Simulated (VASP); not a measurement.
```yaml
crystal:
  lattice:
    - [3.53601, -1.89470, -0.05343]
    - [3.53601, 1.89470, -0.05343]
    - [2.56817, 0.00000, 3.08231]
  atoms:
    - { symbol: As, position: [0.23058, 0.23058, 0.23058] }
    - { symbol: As, position: [0.76942, 0.76942, 0.76942] }
```

Level of theory: PBE GGA with D3 dispersion (Becke-Johnson damping), VASP's PBE PAW potentials (set 64) (plane waves; VASP). Numerical set-up: 520 eV cut-off, 13×13×13 Γ-centred mesh, tetrahedra with Blöchl corrections, potentials As.

### Question
Tabulate the total density of states (states/eV per cell) against energy (eV; zero at the valence-band maximum or, without a gap, the Fermi level).

### Answer

```
E (eV) | DOS (states/eV)
    -9.98 | ################## 1.02
    -9.62 | ############# 0.75
    -9.26 | ######### 0.51
    -8.90 | ####### 0.39
    -8.66 | ###### 0.31
    -8.30 | #### 0.25
    -7.94 | ### 0.18
    -7.58 | ### 0.14
    -7.22 | ## 0.10
    -6.86 | # 0.08
    -6.50 | # 0.06
    -6.14 | ############ 0.68
    -5.90 | ############## 0.79
    -5.54 | ############ 0.68
    -5.18 | ############## 0.79
    -4.82 | ################ 0.89
    -4.46 | #################### 1.10
    -4.10 | ######################## 1.32
    -3.74 | ####################### 1.27
    -3.38 | ####################### 1.28
    -3.14 | ####################### 1.31
    -2.78 | ####################### 1.28
    -2.42 | ######################### 1.38
    -2.06 | ##################### 1.20
    -1.70 | ################ 0.92
    -1.34 | ################ 0.92
    -0.98 | ############# 0.72
    -0.62 | ######## 0.47
    -0.38 | ####### 0.39
    -0.02 |  0.02
     0.34 | ##### 0.26
     0.70 | #################### 1.13
     1.06 | ########################## 1.47
     1.42 | ###################### 1.22
     1.78 | ###################### 1.24
     2.14 | ############################## 1.68
     2.38 | ############################ 1.59
     2.74 | ################## 1.03
     3.10 | ################## 1.00
     3.46 | ################### 1.08
```
Within 2 eV below the Fermi level the largest weight inside VASP's projection spheres is As p, then As s.

The compound is As in the a7 structure. It was relaxed first.
